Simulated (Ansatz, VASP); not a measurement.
# Cross-check of LaBi between VASP and Ansatz, part 2 of 2

Wanted: the spread between two codes on one cell, functional and k mesh. The cell is generated by rule, not measured, and may not be a known phase. The cell is taken from a series of runs on this material, whose earlier steps may have relaxed, scaled, displaced or heated it; both programs get it as it stands.

VASP 6.6.1 and Ansatz 0.2.0.

So far: The starting structure; VASP: zone-centre phonons, PBEsol.

### Step 2. VASP: zone-centre phonons, PBEsol (continued)

Level of this step: PBEsol; plane waves and PAW (La, Bi_d); invented cell (VASP).

Numbers of over 12 decimals in the logs are rounded to 6 here.

OUTCAR, selected parts (step 2):

```text
ion  position               nearest neighbor table
   1  0.500  0.000  0.081-   3 3.32   4 3.32   4 3.32   3 3.32   3 3.61   4 3.61   4 3.61   3 3.61

  LATTYP: Found a simple tetragonal cell.
 ALAT       =     5.9499746037
 C/A-ratio  =     0.5908466977

 Subroutine GETGRP returns: Found 16 space group operations
 (whereof  8 operations were pure point group operations)

The static configuration has the point symmetry D_2d.
 The point group associated with its full space group is D_4h.

 Found     60 irreducible k-points:

   k-points           NKPTS =     60   k-points in BZ     NKDIM =     60   number of bands    NBANDS=     32

   dimension x,y,z NGX =    48 NGY =   48 NGZ =   28
   dimension x,y,z NGXF=    96 NGYF=   96 NGZF=   56

   ENCUT  =  500.0 eV  36.75 Ry    6.06 a.u.  10.85 10.85  6.41*2*pi/ulx,y,z

   NELECT =      52.0000    total number of electrons

 k-points in reciprocal lattice and weights: Automatic mesh
   0.00000000  0.00000000  0.00000000       0.003
   0.16666667  0.00000000  0.00000000       0.011
   0.33333333  0.00000000  0.00000000       0.011
   0.50000000  0.00000000  0.00000000       0.006
   0.16666667  0.16666667  0.00000000       0.011
   0.33333333  0.16666667  0.00000000       0.022
   0.50000000  0.16666667  0.00000000       0.011
   0.33333333  0.33333333  0.00000000       0.011
   0.50000000  0.33333333  0.00000000       0.011
[...]
0.50000000  0.33333333  0.50000000       0.011
   0.50000000  0.50000000  0.50000000       0.003

 average (electrostatic) potential at core
       1 -95.4876       2 -95.4876       3-101.3622       4-101.3622

  Total       -0.0460478     -0.0460478     -0.0360283      0.0000000      0.0000000      0.0000000
  in kB       -0.5927885     -0.5927885     -0.4638039      0.0000000      0.0000000      0.0000000
  external PRESSURE =      -0.5497936 kB  Pullay stress =       0.0000000 kB

  energy-cutoff  :      500.00
  volume of cell :      124.46
      direct lattice vectors                 reciprocal lattice vectors
     5.949974604  0.000000000  0.000000000     0.168067944  0.000000000  0.000000000
     0.000000000  5.949974604  0.000000000     0.000000000  0.168067944  0.000000000
     0.000000000  0.000000000  3.515522846     0.000000000  0.000000000  0.284452710

 POSITION                                       TOTAL-FORCE (eV/Angst)
 -----------------------------------------------------------------------------------
      2.97499      0.00000      0.28400        -0.000000      0.000000     -0.000758
      0.00000      2.97499      3.23152         0.000000     -0.000000      0.000758
      0.00000      0.00000      1.75776         0.000000     -0.000000     -0.000000
      2.97499      2.97499      1.75776        -0.000000     -0.000000     -0.000000
 -----------------------------------------------------------------------------------
    total drift:                                0.000000     -0.000000      0.000000

 Eigenvectors and eigenvalues of the dynamical matrix
 ----------------------------------------------------

   1 f  =    3.479627 THz    21.863144 2PiTHz  116.067875 cm-1    14.390576 meV
             X         Y         Z           dx          dy          dz
      2.974987  0.000000  0.283999    -0.265377    0.505188    0.000000
      0.000000  2.974987  3.231524     0.265377   -0.505188   -0.000000
      0.000000  0.000000  1.757761     0.194186    0.369665   -0.000000
      2.974987  2.974987  1.757761    -0.194186   -0.369665   -0.000000

   2 f  =    3.479627 THz    21.863144 2PiTHz  116.067875 cm-1    14.390576 meV
             X         Y         Z           dx          dy          dz
      2.974987  0.000000  0.283999     0.505188    0.265377    0.000000
      0.000000  2.974987  3.231524    -0.505188   -0.265377   -0.000000
      0.000000  0.000000  1.757761    -0.369665    0.194186    0.000000
      2.974987  2.974987  1.757761     0.369665   -0.194186    0.000000

   3 f  =    3.234066 THz    20.320233 2PiTHz  107.876813 cm-1    13.375014 meV
             X         Y         Z           dx          dy          dz
      2.974987  0.000000  0.283999     0.184052   -0.516156    0.000000
      0.000000  2.974987  3.231524     0.184052   -0.516156   -0.000000
      0.000000  0.000000  1.757761    -0.150094    0.420927   -0.000000
      2.974987  2.974987  1.757761    -0.150094    0.420927    0.000000

   4 f  =    3.234066 THz    20.320233 2PiTHz  107.876813 cm-1    13.375014 meV
             X         Y         Z           dx          dy          dz
      2.974987  0.000000  0.283999     0.516156    0.184052    0.000000
      0.000000  2.974987  3.231524     0.516156    0.184052   -0.000000
      0.000000  0.000000  1.757761    -0.420927   -0.150094   -0.000000
      2.974987  2.974987  1.757761    -0.420927   -0.150094   -0.000000

   5 f  =    2.174897 THz    13.665283 2PiTHz   72.546765 cm-1     8.994648 meV
             X         Y         Z           dx          dy          dz
      2.974987  0.000000  0.283999    -0.000000   -0.000000    0.546384
      0.000000  2.974987  3.231524    -0.000000   -0.000000    0.546384
      0.000000  0.000000  1.757761    -0.000000    0.000000   -0.448848
      2.974987  2.974987  1.757761    -0.000000   -0.000000   -0.448848

   6 f  =    1.574357 THz     9.891975 2PiTHz   52.514886 cm-1     6.511013 meV
             X         Y         Z           dx          dy          dz
      2.974987  0.000000  0.283999    -0.355874   -0.218434   -0.000000
      0.000000  2.974987  3.231524     0.355874    0.218434    0.000000
      0.000000  0.000000  1.757761    -0.486343    0.298514    0.000000
      2.974987  2.974987  1.757761     0.486343   -0.298514    0.000000

   7 f  =    1.574357 THz     9.891975 2PiTHz   52.514886 cm-1     6.511013 meV
             X         Y         Z           dx          dy          dz
      2.974987  0.000000  0.283999    -0.218434    0.355874   -0.000000
      0.000000  2.974987  3.231524     0.218434   -0.355874    0.000000
      0.000000  0.000000  1.757761    -0.298514   -0.486343    0.000000
      2.974987  2.974987  1.757761     0.298514    0.486343   -0.000000

   8 f  =    1.520501 THz     9.553591 2PiTHz   50.718461 cm-1     6.288285 meV
             X         Y         Z           dx          dy          dz
      2.974987  0.000000  0.283999     0.000000    0.000000   -0.707107
      0.000000  2.974987  3.231524    -0.000000   -0.000000    0.707107
      0.000000  0.000000  1.757761     0.000000   -0.000000   -0.000000
      2.974987  2.974987  1.757761    -0.000000    0.000000    0.000000

   9 f  =    1.048756 THz     6.589531 2PiTHz   34.982751 cm-1     4.337306 meV
             X         Y         Z           dx          dy          dz
      2.974987  0.000000  0.283999    -0.000000   -0.000000   -0.000000
      0.000000  2.974987  3.231524    -0.000000   -0.000000   -0.000000
      0.000000  0.000000  1.757761    -0.000000   -0.000000   -0.707107
      2.974987  2.974987  1.757761     0.000000   -0.000000    0.707107

  10 f/i=    0.000461 THz     0.002895 2PiTHz    0.015368 cm-1     0.001905 meV
             X         Y         Z           dx          dy          dz
      2.974987  0.000000  0.283999    -0.420515    0.151243    0.000000
      0.000000  2.974987  3.231524    -0.420515    0.151243    0.000000
      0.000000  0.000000  1.757761    -0.515652    0.185460    0.000000
      2.974987  2.974987  1.757761    -0.515652    0.185460    0.000000

  11 f/i=    0.000461 THz     0.002895 2PiTHz    0.015368 cm-1     0.001905 meV
             X         Y         Z           dx          dy          dz
      2.974987  0.000000  0.283999    -0.151243   -0.420515   -0.000000
      0.000000  2.974987  3.231524    -0.151243   -0.420515   -0.000000
      0.000000  0.000000  1.757761    -0.185460   -0.515652   -0.000000
      2.974987  2.974987  1.757761    -0.185460   -0.515652   -0.000000

  12 f/i=    0.008106 THz     0.050929 2PiTHz    0.270371 cm-1     0.033522 meV
             X         Y         Z           dx          dy          dz
      2.974987  0.000000  0.283999     0.000000    0.000000   -0.448848
      0.000000  2.974987  3.231524     0.000000    0.000000   -0.448848
      0.000000  0.000000  1.757761     0.000000    0.000000   -0.546384
      2.974987  2.974987  1.757761     0.000000    0.000000   -0.546384

 ELASTIC MODULI CONTR FROM IONIC RELAXATION (kBar)
 Direction    XX          YY          ZZ          XY          YZ          ZX
 --------------------------------------------------------------------------------
 XX         -92.6259     79.0880    -27.6714      0.0000      0.0000     -0.0000
 YY          79.0880    -92.6259    -27.6714      0.0000      0.0000     -0.0000
 ZZ         -27.6714    -27.6714   -113.1200      0.0000      0.0000     -0.0000
 XY           0.0000      0.0000      0.0000      0.0000      0.0000      0.0000
 YZ           0.0000      0.0000      0.0000      0.0000    -23.3326     -0.0000
 ZX          -0.0000     -0.0000     -0.0000      0.0000     -0.0000    -25.9328
 --------------------------------------------------------------------------------
```

### Step 3. Ansatz: zone-centre phonons, PBEsol

Ansatz runs on its default PAW (the set named soft_2) files.

The same cell, functional, mesh and smearing now go to Ansatz, which takes its cutoff from its data sets.

Input file input.yaml:

```yaml
crystal:
  lattice:
    - [5.9499746037, 0.0, 0.0]
    - [0.0, 5.9499746037, 0.0]
    - [0.0, 0.0, 3.5155228457]
  atoms:
    - { symbol: La, position: [0.5, 0.0, 0.0807842049] }
    - { symbol: La, position: [0.0, 0.5, 0.9192157951] }
    - { symbol: Bi, position: [0.0, 0.0, 0.5] }
    - { symbol: Bi, position: [0.5, 0.5, 0.5] }
kpoints:
  mp_grid: { grid: [6, 6, 10] }
hamiltonian:
  xc: pbesol
scf:
  occupations: { method: methfessel_paxton, width: 0.15 }
output:
  eigenvalues: true
phonons:
  method: dfpt
```

Run with:

```console
> ansatz run input.yaml --threads 4 --pin off --max-ram 7168MiB --backend cpu --events-out ev --progress --plain --runs-dir out
```

The log of the run:

```text
zone centre: on kpoints.mp_grid the ground state, and the responses unless they are solved on pairs of k-points, stand on 96 of the mesh's 360 k-points, reduced under 4 symmetry operations, with k and −k counted as one. Each operation leaves every solved displacement unchanged or reverses it
Engine: ansatz 0.2.0, aarch64-unknown-linux-gnu
Pseudopotentials: kind: paw
Pseudopotential: La, paw, valence charge 11, recommended cutoff 420 eV (normal), La.paw.azcp
Pseudopotential: Bi, paw, valence charge 15, recommended cutoff 420 eV (normal), Bi.paw.azcp
Functional definition: PBEsol
  exchange = pbesol_x
  correlation = pbesol_c
Crystal: 4 atoms, lattice volume = 124.457 Å³
Basis set: ecut = 420 eV, 2443 PW (Γ), exchange–correlation on 80×80×48 points (8 copies of the dense FFT grid, shifted against one another)
Bands: 32, of which v1, the nominal top of the filled ones, is band 26 counted from 1 (25 counted from 0)
Symmetry: 16 space group operations
k-points: 96 of 360 (irreducible under 4 space group operations, time reversal used)
Non-local potential: La, projectors of the file, l = 0: 3, l = 1: 2, l = 2: 2, l = 3: 3
Non-local potential: Bi, projectors of the file, l = 0: 2, l = 1: 2, l = 2: 2, l = 3: 2
PAW form: soft (Blöchl's): semilocal exchange-correlation on the pseudo side does not see the compensation charge
PAW frozen core: La, regenerated for the run's functional, and the local potential with it (the file was generated under x = pbe(κ = 0.804, μ = 0.219515), c = pbe(β = 0.066725))
PAW frozen core: Bi, regenerated for the run's functional, and the local potential with it (the file was generated under x = pbe(κ = 0.804, μ = 0.219515), c = pbe(β = 0.066725))
PAW one-centre angular grid: La, 590 points (default); XC on 64 Gauss nodes
PAW one-centre angular grid: Bi, 590 points (default); XC on 64 Gauss nodes
Initial density: superposition of atomic densities (neutral atoms: chi_scale 0, normalization atom), corrected by the library's trained network
Initial wavefunctions: pseudopotential atomic-orbital guess
Functional: x = pbesol(κ = 0.804, μ = 0.123457), c = pbesol(β = 0.046)
SCF iter   1: F=—  HF=-36810.293120 eV  |F-HF|=—  |Δ(HF+E_count)|=         —  Δρ=4.26e-3  dr2=2.39e-2  ethr=1.77e-3  ⟨swp⟩=5.7  Hψ=13910  notcnv=0
preconditioner: auto → Kerker (q_TF=auto, 2.359 Å⁻¹)  [metal: Δε(μ)=0.039 eV  Ē_g=16.050 eV  σ=0.150 eV  W_gap=0.21  n_scr=30 (ndim 8)  ℏωp=23.1 eV  f_vac=0.000  D(μ)=1.20/eV (n_scr^D=4)]
SCF iter   2: F=—  HF=-36810.290777 eV  |F-HF|=—  |Δ(HF+E_count)|=   2.34e-3  S|Δr|=    0.00e0  Δρ=2.58e-3  dr2=9.73e-3  ethr=4.60e-5  ⟨swp⟩=2.0  Hψ=5137  notcnv=0  defer=2
SCF iter   3: F=—  HF=-36810.289473 eV  |F-HF|=—  |Δ(HF+E_count)|=   1.30e-3  S|Δr|=    0.00e0  Δρ=4.16e-4  dr2=2.45e-4  ethr=1.87e-5  ⟨swp⟩=2.3  Hψ=4594  notcnv=0  defer=2
SCF iter   4: F=—  HF=-36810.289497 eV  |F-HF|=—  |Δ(HF+E_count)|=   2.37e-5  S|Δr|=    0.00e0  Δρ=1.06e-4  dr2=1.36e-5  ethr=4.71e-7  ⟨swp⟩=2.3  Hψ=4646  notcnv=0  defer=2
SCF iter   5: F=—  HF=-36810.289492 eV  |F-HF|=—  |Δ(HF+E_count)|=   4.78e-6  S|Δr|=    0.00e0  Δρ=2.57e-5  dr2=1.19e-6  ethr=2.62e-8  ⟨swp⟩=2.4  Hψ=5429  notcnv=0  defer=2
SCF iter   6: F=—  HF=-36810.289496 eV  |F-HF|=—  |Δ(HF+E_count)|=   4.16e-6  S|Δr|=    0.00e0  Δρ=6.34e-6  dr2=7.16e-8  ethr=2.29e-9  ⟨swp⟩=2.5  Hψ=5223  notcnv=0  defer=2
SCF iter   7: F=—  HF=-36810.289496 eV  |F-HF|=—  |Δ(HF+E_count)|=   8.11e-9  S|Δr|=    0.00e0  Δρ=1.81e-6  dr2=4.76e-9  ethr=1.38e-10  ⟨swp⟩=2.3  Hψ=5120  notcnv=0  defer=2
SCF iter   8: F=—  HF=-36810.289496 eV  |F-HF|=—  |Δ(HF+E_count)|=  5.53e-10  S|Δr|=    0.00e0  Δρ=3.30e-7  dr2=2.10e-10  ethr=9.16e-12  ⟨swp⟩=2.2  Hψ=4889  notcnv=0  defer=2
SCF iter   9: F=-36810.289496 eV  HF=-36810.289496 eV  |F-HF|=7.28e-12  |Δ(HF+E_count)|=  7.28e-12  S|Δr|=    0.00e0  Δρ=8.39e-8  dr2=8.10e-12  ethr=1.00e-12  ⟨swp⟩=12.4  Hψ=22199  notcnv=0
SCF 1 converged in 9 iterations: F = -36810.289496 eV  dr2 = 8.10e-12
  greatest PAW one-centre occupation: 0.987 electrons in one spin orbital (limit 2), on the Bi atom at site 3 (counted from 0), in its partial waves of l = 2
DFPT response loops at Γ: preconditioner auto → Kerker (q_TF=auto, 2.359 Å⁻¹) (partly filled bands, converged f_vac=0.000); β = 1.00, the filter's whole step (`scf.mixing.beta` (0.50) is not read by the response loops under this deck's `scf.mixing.preconditioner`; to damp them name `kerker` or `kerker_dos`, under which they read `scf.mixing.beta`, and type it under 1.00, their step now; both keys bind the ground state too); Broyden in place of MSR1
SCF converged after 9 iterations
Stability not checked: this state was not tested for a lower state beside it, because cold or Methfessel-Paxton smearing, or corrected tetrahedra, fill the levels in a way that the test cannot read (fill_not_monotonic; see scf.lower_state_search)
Free energy (F): -36810.289496 eV
Harris-Foulkes:  -36810.289496 eV  (|F-HF|=7.28e-12)
Internal energy: -36810.291635 eV  (E = F + TS)
E sigma→0 (E₀):  -36810.290031 eV
Entropy (-TS):   0.002138 eV (0.535 meV/atom)
Fermi energy:    12.499310 eV
--- Per-component energies (eV) ---
  E_band       = -190.241193
  E_kinetic    = 996.093340
  E_local      = -3488.765491  (includes V_loc(G=0)·N_el)
  E_nonlocal   = 1314.876294
  E_hartree    = 1139.275288
  E_xc         = -578.258295
  E_vxc        = -584.638806  (∫ρ·V_xc dr)
  E_paw        = -31678.527771  (= ΣΔE_a)
  E_vpaw       = -706.356173  (= ΣTr[D̂ρ^β])
  E_aug_tail   = -0.000933  (compensation charges beyond the density's cutoff)
  E_ewald      = -4515.502589
  E_core_change = 0.518523  (= ΣΔE_core)
  E_smearing   = 0.002138  (= −TS)
  E_closure    = 0.000000  (closes the sum)
  Σ components = -36810.289496   (vs F -36810.289496, Δ=0.00e0)
--- Band table (eV; the first three rows and the last of 96) ---
  k-point 0: bands = [... 22 lower, 11.6407, 11.6683, 11.8698, 12.0916, 12.0916, 13.9285, 14.0990, 14.0990, ... 2 higher]
  k-point 1: bands = [... 22 lower, 11.7181, 11.7915, 12.0432, 12.0432, 12.2253, 13.3305, 13.5761, 14.0543, ... 2 higher]
  k-point 2: bands = [... 22 lower, 11.0538, 11.7697, 11.8648, 11.8648, 11.9424, 13.1703, 13.5450, 14.0544, ... 2 higher]
  k-point 95: bands = [... 22 lower, 10.7398, 10.7398, 12.5247, 12.5247, 12.5653, 12.5653, 13.4540, 13.4540, ... 2 higher]
--- Phonons (Γ-DFPT): 4 representative perturbations + reference, on 96 of 360 k-points (Σ response iterations 12) ---
  k mesh reduced under 4 symmetry operations, with k and −k counted as one. Each operation leaves every solved displacement unchanged or reverses it
  ASR residual: 2.182e-5 → 0.000e0 eV/Å²; symmetrization residual: 1.121e-5 eV/Å²
  ASR residual per site (eV/Å²): 1.43e-5 1.43e-5 2.18e-5 2.18e-5
  Γ frequencies (cm⁻¹): 0.00 0.00 0.00 33.77 50.87 52.31 52.31 72.25 107.82 107.82 115.88 115.88
  non-analytic LO–TO correction: not included (Born effective charges unavailable; polar crystals: no LO–TO splitting at Γ)
```

### Step 4. Comparison

Known differences besides the potentials themselves: the cutoff is 420 eV in Ansatz and 500 eV in VASP; Ansatz makes its cores anew for this functional, VASP keeps those of its PBE data sets. Total energies have different zeros and are not compared.

The two programs side by side:

```
                  quantity  Ansatz   VASP  difference
     optical mode 1 (cm⁻¹)    33.8   35.0        -1.2
     optical mode 2 (cm⁻¹)    50.9   50.7     +0.30 %
optical mode 3 to 4 (cm⁻¹)    52.3   52.5     -0.39 %
     optical mode 5 (cm⁻¹)    72.2   72.5     -0.41 %
optical mode 6 to 7 (cm⁻¹)   107.8  107.9     -0.05 %
optical mode 8 to 9 (cm⁻¹)   115.9  116.1     -0.16 %
```

Modes are paired by rising frequency, not by their patterns, so a pair may set unlike modes beside each other; they are those without the splitting of longitudinal modes.

### Step 5. What came out

| Property | Result |
| --- | --- |
| r.m.s. difference of the optical zone-centre modes, each program's sorted by frequency (zone-centre phonons, PBEsol) | 0.44 cm⁻¹ |

The r.m.s. difference of the optical zone-centre modes, each program's sorted by frequency is 0.44 cm⁻¹ (zone-centre phonons, PBEsol). How closely two codes agree says nothing of how well the functional describes the real material.

[Lines on the potential files, build, host, timing and source positions are cut from VASP's logs without a mark.]

[Logs are printed without paths, hosts, clocks, repeated set-up lines and the standing remarks that a program may print on its own settings, such as how far it seeks lower states.]

[Hosts, paths, dates, database ids (printed as entryN), source tags and the programs' standing remarks are cut or masked in the printed files.]
